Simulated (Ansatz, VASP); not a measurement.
One calculation of NaB, two programs

```xyz
2
Lattice="0.0000 2.6839 2.6034 2.6839 0.0000 2.6034 2.6839 2.6839 0.0000" Properties=species:S:1:pos:R:3 pbc="T T T"
Na    0.0000    0.0000    0.0000
B     2.6839    2.6839    2.6034
```

Change from the starting cell: strain +0.000 along x and y, -0.030 along z, atoms carried along.

Alike in both runs: task single point; functional PBE; k mesh 16 × 16 × 16; occupations gaussian, width 0.15 eV; no spin polarisation.

```csv
,VASP,Ansatz
version,VASP 6.6.1,Ansatz 0.2.0
potentials or method,"VASP PAW PBE potentials, release 64 (Na_pv, B)","scalar-relativistic, plane waves, PAW"
plane-wave cutoff (eV),520,420
valence electrons in the cell,10,12
```

Ansatz gave:

```
gap on the k mesh at the Fermi level (eV)       : none
pressure (GPa)                                  : 1.1
largest component of the traceless stress (GPa) : 1.80
```

Question: What did VASP give for the same quantities?

Answer: gap on the k mesh at the Fermi level (eV): none; pressure (GPa): 1.1; largest component of the traceless stress (GPa): 1.81.

A gap of «none» marks a metal or a gap that the smearing closes. The two sets of potentials don't hold the same shells in valence.
